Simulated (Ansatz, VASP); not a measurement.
**AlCo in two plane-wave programs**

One calculation is typed for both programs; each brings its own data sets and cutoff. How far apart do they land?

Method: plane waves, with VASP 6.6.1 beside it; relaxation of cell and atoms at r2SCAN with rVV10, in Ansatz 0.2.0.

## (1) Starting point

Symmetry: Pm-3m, No. 221, cubic system. The conventional cell has a = 2.819 Å, b = 2.819 Å, c = 2.819 Å, α = 90.00°, β = 90.00°, γ = 90.00°. Nearest to Al lie 8 Co at 2.44 Å. Nearest to Co lie 8 Al at 2.44 Å. Farther neighbours are not listed.

Structure file:

```cif
data_structure
_symmetry_space_group_name_H-M 'Pm-3m'
_symmetry_Int_Tables_number 221
_cell_length_a 2.8194
_cell_length_b 2.8194
_cell_length_c 2.8194
_cell_angle_alpha 90.000
_cell_angle_beta 90.000
_cell_angle_gamma 90.000
_cell_volume 22.41
loop_
_atom_site_label
_atom_site_type_symbol
_atom_site_symmetry_multiplicity
_atom_site_Wyckoff_symbol
_atom_site_fract_x
_atom_site_fract_y
_atom_site_fract_z
_atom_site_occupancy
Al1 Al 1 a 0.00000 0.00000 0.00000 1
Co1 Co 1 b 0.50000 0.50000 0.50000 1
```

## (2) VASP: relaxation of cell and atoms, r2SCAN with rVV10

The relaxed volume is the usual yardstick between codes: its relative difference is about their pressure difference at one cell divided by the bulk modulus.

Lines of VASP's logs that name or quote its potential files are left out, and so is its time.

INCAR reads:

```
SYSTEM = AlCo
PREC = Accurate
ENCUT = 520
EDIFF = 1E-06
NELM = 100
ISMEAR = -1
SIGMA = 0.05
LREAL = .FALSE.
ALGO = Normal
METAGGA = R2SCAN
LUSE_VDW = .TRUE.
IVDW_NL = 2
BPARAM = 11.95
CPARAM = 0.0093
LASPH = .TRUE.
NBANDS = 13
ISPIN = 2
MAGMOM = 0 2
LMAXMIX = 4
LORBIT = 11
LWAVE = .FALSE.
LCHARG = .FALSE.
KPAR = 2
IBRION = 2
NSW = 60
ISIF = 3
EDIFFG = -0.01
```

POSCAR reads:

```
AlCo
1.0
    2.8194032100      0.0000000000      0.0000000000
    0.0000000000      2.8194032100      0.0000000000
    0.0000000000      0.0000000000      2.8194032100
Al Co
1 1
Direct
    0.0000000000      0.0000000000      0.0000000000
    0.5000000000      0.5000000000      0.5000000000
```

KPOINTS reads:

```
Automatic mesh
0
Gamma
8 8 8
0 0 0
```

The projector-augmented-wave data sets are Al and Co (PBE family, release 64).

On the command line:

```console
> mpirun -np 2 vasp_std
```

Numbers of over 12 decimals in the logs are rounded to 6 here.

Output:

```text
[banner, memory and clock lines left out]
running    2 mpi-ranks, on    1 nodes
 distrk:  each k-point on    1 cores,    2 groups
 distr:  one band on    1 cores,    1 groups

 POSCAR found type information on POSCAR AlCo
 POSCAR found :  2 types and       2 ions
|                                                                             |
|               ----> ADVICE to this user running VASP <----                  |
|                                                                             |
|     You have switched on vdW-DFT.                                           |
|     This routine was written and supplied by Jiri Klimes. We recommend      |
|     that you carefully read and cite the following publications:            |
|       J. Klimes, D.R. Bowler, A. Michelides                                 |
|          J. Phys.: Cond Matt. 22 022201 (2010)                              |
|       J. Klimes, D.R. Bowler, A. Michelides                                 |
|          Phys. Rev. B. 83, 195131 (2011)                                    |
|     and references therein.                                                 |
|                                                                             |

|                                                                             |
|               ----> ADVICE to this user running VASP <----                  |
|                                                                             |
|     You enforced a specific xc type in the INCAR file but a different       |
|     [... a line on the potential file left out ...]
|     I HOPE YOU KNOW WHAT YOU ARE DOING!                                     |
|                                                                             |

 LDA part: xc-table for (None), standard interpolation
 POSCAR, INCAR and KPOINTS ok, starting setup
 FFT: planning ... GRIDC
 FFT: planning ... GRID_SOFT
 FFT: planning ... GRID
 WAVECAR not read
 entering main loop
       N       E                     dE             d eps       ncg     rms          rms(c)
Total rVV10 correction in eV:      0.2868407    15.7387620
Total rVV10 correction in eV:      0.2868407    15.7387620
DAV:   1     0.290241923919E+02    0.29024E+02   -0.53869E+03  1820   0.101E+03
DAV:   2    -0.218806139443E+02   -0.50905E+02   -0.46715E+02  1895   0.180E+02
DAV:   3    -0.235659313645E+02   -0.16853E+01   -0.16661E+01  2231   0.387E+01
DAV:   4    -0.235914380796E+02   -0.25507E-01   -0.25499E-01  2162   0.424E+00
DAV:   5    -0.235923972339E+02   -0.95915E-03   -0.95914E-03  2292   0.868E-01    0.146E+01
Total rVV10 correction in eV:      0.2582686    15.7387616
Total rVV10 correction in eV:      0.2582686    15.7387616
DAV:   6    -0.246516650352E+02   -0.10593E+01   -0.49503E+01  2060   0.107E+02    0.178E+01
Total rVV10 correction in eV:      0.2729067    15.7387614
Total rVV10 correction in eV:      0.2729067    15.7387614
DAV:   7    -0.207174359763E+02    0.39342E+01   -0.22136E+01  2100   0.596E+01    0.327E+00
Total rVV10 correction in eV:      0.2725405    15.7387616
Total rVV10 correction in eV:      0.2725405    15.7387616
DAV:   8    -0.207995706729E+02   -0.82135E-01   -0.34273E-01  2091   0.584E+00    0.205E+00
Total rVV10 correction in eV:      0.2711171    15.7387616
Total rVV10 correction in eV:      0.2711171    15.7387616
DAV:   9    -0.208085676538E+02   -0.89970E-02   -0.92911E-02  2253   0.291E+00    0.137E+00
Total rVV10 correction in eV:      0.2701768    15.7387616
Total rVV10 correction in eV:      0.2701768    15.7387616
DAV:  10    -0.208097436904E+02   -0.11760E-02   -0.25384E-02  2417   0.180E+00    0.425E-01
Total rVV10 correction in eV:      0.2699980    15.7387616
Total rVV10 correction in eV:      0.2699980    15.7387616
DAV:  11    -0.208111641431E+02   -0.14205E-02   -0.39651E-03  2034   0.537E-01    0.127E-01
Total rVV10 correction in eV:      0.2700394    15.7387616
Total rVV10 correction in eV:      0.2700394    15.7387616
DAV:  12    -0.208112671507E+02   -0.10301E-03   -0.64495E-04  2291   0.225E-01    0.555E-02
Total rVV10 correction in eV:      0.2700400    15.7387616
Total rVV10 correction in eV:      0.2700400    15.7387616
DAV:  13    -0.208112826208E+02   -0.15470E-04   -0.90635E-05  2417   0.713E-02    0.233E-02
Total rVV10 correction in eV:      0.2700420    15.7387616
Total rVV10 correction in eV:      0.2700420    15.7387616
DAV:  14    -0.208112841683E+02   -0.15475E-05   -0.55041E-06  1686   0.219E-02    0.127E-02
Total rVV10 correction in eV:      0.2700408    15.7387616
Total rVV10 correction in eV:      0.2700408    15.7387616
DAV:  15    -0.208112860982E+02   -0.19299E-05   -0.21296E-06  1316   0.128E-02    0.258E-03
Total rVV10 correction in eV:      0.2700403    15.7387616
Total rVV10 correction in eV:      0.2700403    15.7387616
DAV:  16    -0.208112864387E+02   -0.34055E-06   -0.40577E-07  1015   0.642E-03
Total rVV10 correction in eV:      0.2700391    15.7387616
Total rVV10 correction in eV:      0.2700391    15.7387616
Total rVV10 correction in eV:      0.2700399    15.7387616
Total rVV10 correction in eV:      0.2700399    15.7387616
   1 F= -.20811286E+02 E0= -.20808007E+02  d E =-.208113E+02  mag=     0.1459
[...]
2 F= -.20811278E+02 E0= -.20808002E+02  d E =0.811406E-05  mag=     0.1456
[...]
3 F= -.20811293E+02 E0= -.20808015E+02  d E =-.617515E-05  mag=     0.1458
 curvature:  -0.21 expect dE=-0.330E-04 dE for cont linesearch -0.330E-04
 ZBRENT: interpolating
 opt :   0.1361  next Energy=   -20.811289 (dE=-0.263E-05)
 bond charge predicted
       N       E                     dE             d eps       ncg     rms          rms(c)
Total rVV10 correction in eV:      0.2699631    15.7387617
Total rVV10 correction in eV:      0.2699631    15.7387617
DAV:   1    -0.208113302651E+02   -0.36982E-04   -0.42701E-04  2000   0.319E-01    0.579E-02
Total rVV10 correction in eV:      0.2700786    15.7387616
Total rVV10 correction in eV:      0.2700786    15.7387616
DAV:   2    -0.208113780195E+02   -0.47754E-04   -0.12737E-03  2120   0.465E-01    0.731E-02
Total rVV10 correction in eV:      0.2700049    15.7387616
Total rVV10 correction in eV:      0.2700049    15.7387616
DAV:   3    -0.208112896369E+02    0.88383E-04   -0.48508E-04  2095   0.290E-01    0.770E-03
Total rVV10 correction in eV:      0.2700044    15.7387616
Total rVV10 correction in eV:      0.2700044    15.7387616
DAV:   4    -0.208112898594E+02   -0.22255E-06   -0.19795E-06  1845   0.114E-02
Total rVV10 correction in eV:      0.2700230    15.7387616
Total rVV10 correction in eV:      0.2700230    15.7387616
Total rVV10 correction in eV:      0.2700062    15.7387616
Total rVV10 correction in eV:      0.2700062    15.7387616
   4 F= -.20811290E+02 E0= -.20808011E+02  d E =-.342071E-05  mag=     0.1458
 curvature:  -0.02 expect dE=-0.875E-07 dE for cont linesearch -0.875E-07
 trial: gam= 0.00000 g(F)=  0.453E-64 g(S)=  0.532E-05 ort =-0.143E-04 (trialstep = 0.827E+00)
 search vector abs. value=  0.532E-05
 reached required accuracy - stopping structural energy minimisation
```

Parts of OUTCAR (step 2):

```text
ion  position               nearest neighbor table
   1  0.000  0.000  0.000-   2 2.44   2 2.44   2 2.44   2 2.44   2 2.44   2 2.44   2 2.44   2 2.44

  LATTYP: Found a simple cubic cell.
 ALAT       =     2.8194032100

 Subroutine GETGRP returns: Found 48 space group operations
 (whereof 48 operations were pure point group operations)

The static configuration has the point symmetry O_h .

 Found     35 irreducible k-points:

   k-points           NKPTS =     35   k-points in BZ     NKDIM =     35   number of bands    NBANDS=     13

   dimension x,y,z NGX =    24 NGY =   24 NGZ =   24
   dimension x,y,z NGXF=    48 NGYF=   48 NGZF=   48

   ENCUT  =  520.0 eV  38.22 Ry    6.18 a.u.   5.24  5.24  5.24*2*pi/ulx,y,z

   NELECT =      12.0000    total number of electrons

 k-points in reciprocal lattice and weights: Automatic mesh
   0.00000000  0.00000000  0.00000000       0.002
   0.12500000  0.00000000  0.00000000       0.012
   0.25000000  0.00000000  0.00000000       0.012
   0.37500000  0.00000000  0.00000000       0.012
   0.50000000  0.00000000  0.00000000       0.006
   0.12500000  0.12500000  0.00000000       0.023
   0.25000000  0.12500000  0.00000000       0.047
   0.37500000  0.12500000  0.00000000       0.047
   0.50000000  0.12500000  0.00000000       0.023
[...]
0.50000000  0.50000000  0.37500000       0.012
   0.50000000  0.50000000  0.50000000       0.002

 average (electrostatic) potential at core
       1 -71.6280       2 -82.2744

 E-fermi :  10.8368

 spin component 1
 k-point     1 :       0.0000    0.0000    0.0000
  band No.  band energies     occupation
    ...
      2       7.5165      1.00000
      3       7.5166      1.00000
      4       9.7522      1.00000
      5       9.7522      1.00000
      6       9.7522      1.00000
      7      17.4437      0.00000
      8      17.4437      0.00000
      9      17.4437      0.00000
     10      19.9980      0.00000
     11      19.9980      0.00000
    ...

 k-point     2 :       0.1250    0.0000    0.0000
  band No.  band energies     occupation
    ...
      2       7.4775      1.00000
      3       7.6039      1.00000
      4       9.5962      1.00000
      5       9.5962      1.00000
      6       9.7692      1.00000
      7      15.1083      0.00000
      8      17.8700      0.00000
      9      17.8700      0.00000
     10      19.9657      0.00000
     11      22.1428      0.00000
    ...

 k-point     3 :       0.2500    0.0000    0.0000
  band No.  band energies     occupation
    ...
      2       7.0845      1.00000
      3       7.8236      1.00000
      4       9.2558      1.00000
      5       9.2558      1.00000
      6       9.8104      1.00000
      7      12.4926      0.00000
      8      19.0272      0.00000
      9      19.0272      0.00000
     10      19.8754      0.00000
     11      24.3242      0.00000
    ...

 k-point     4 :       0.3750    0.0000    0.0000
  band No.  band energies     occupation
    ...
      2       5.7224      1.00000
      3       8.0575      1.00000
      4       8.9542      1.00000
      5       8.9542      1.00000
      6       9.8520      1.00000
      7      11.1800      0.00104
      8      19.7629      0.00000
      9      20.6921      0.00000
     10      20.6921      0.00000
     11      25.5414      0.00000
    ...

 k-point     5 :       0.5000    0.0000    0.0000
  band No.  band energies     occupation
    ...
      2       3.7120      1.00000
      3       8.1591      1.00000
      4       8.8382      1.00000
      5       8.8382      1.00000
      6       9.8693      1.00000
      7      10.9085      0.19244
      8      19.7081      0.00000
      9      22.2333      0.00000
     10      22.2333      0.00000
     11      23.6233      0.00000
    ...

 k-point     6 :       0.1250    0.1250    0.0000
  band No.  band energies     occupation
    ...
      2       7.5382      1.00000
      3       7.6136      1.00000
      4       9.4156      1.00000
      5       9.5845      1.00000
      6       9.6487      1.00000
      7      15.0291      0.00000
      8      15.9294      0.00000
      9      18.2891      0.00000
     10      21.0595      0.00000
     11      23.4267      0.00000
    ...

  Total        0.0085756      0.0085756      0.0085756      0.0000000     -0.0000000      0.0000000
  in kB        0.6132018      0.6132018      0.6132018      0.0000000     -0.0000000      0.0000000
  external PRESSURE =       0.6132018 kB  Pullay stress =       0.0000000 kB

  energy-cutoff  :      520.00
  volume of cell :       22.41
      direct lattice vectors                 reciprocal lattice vectors
     2.819189466 -0.000000000  0.000000000     0.354711882 -0.000000000 -0.000000000
     0.000000000  2.819189466 -0.000000000     0.000000000  0.354711882  0.000000000
     0.000000000 -0.000000000  2.819189466    -0.000000000  0.000000000  0.354711882

 POSITION                                       TOTAL-FORCE (eV/Angst)
 -----------------------------------------------------------------------------------
      0.00000      0.00000      0.00000        -0.000000     -0.000000      0.000000
      1.40959      1.40959      1.40959         0.000000      0.000000      0.000000
 -----------------------------------------------------------------------------------
    total drift:                                0.000000     -0.000000     -0.000000

  FREE ENERGIE OF THE ION-ELECTRON SYSTEM (eV)
  ---------------------------------------------------
  free  energy   TOTEN  =       -20.8112898594 eV

  energy  without entropy=      -20.8047316999  energy(sigma->0) =      -20.80801078

 reached required accuracy - stopping structural energy minimisation

 total charge
# of ion       s       p       d       tot
------------------------------------------
    1        0.396   0.456   0.000   0.852
    2        0.469   0.576   7.508   8.553
--------------------------------------------------
tot          0.865   1.032   7.508   9.406

 magnetization (x)
# of ion       s       p       d       tot
------------------------------------------
    1       -0.002  -0.007   0.000  -0.009
    2       -0.002  -0.016   0.223   0.205
--------------------------------------------------
tot         -0.004  -0.023   0.223   0.196

[... 6 further parts left out ...]
```

CONTCAR:

```
AlCo
   1.00000000000000
     2.8191894662030754   -0.0000000000000000    0.0000000000000000
     0.0000000000000000    2.8191894662030754   -0.0000000000000000
     0.0000000000000000   -0.0000000000000000    2.8191894662030754
  Al              Co
     1     1
Direct
     0.0000000000000000    0.0000000000000000    0.0000000000000000
     0.5000000000000000    0.5000000000000000    0.5000000000000000
```

The cell holds one magnetic atom, so no antiferromagnetic order fits into it. The k-mesh is coarse for a metal. SCAN-type functionals tend to overstate the moments of itinerant magnets. The PAW data sets were made with PBE, which is usual practice but a small mismatch for other functionals. The run keeps the 48 symmetry operations of its start, so it cannot find a distortion of lower symmetry.

(Continued in part 2 of 2.)

[Lines on the potential files, build, host, timing and source positions are cut from VASP's logs without a mark.]

[Logs are printed without paths, hosts, clocks, repeated set-up lines and the standing remarks that a program may print on its own settings, such as how far it seeks lower states.]

[Hosts, paths, dates, database ids (printed as entryN), source tags and the programs' standing remarks are cut or masked in the printed files.]
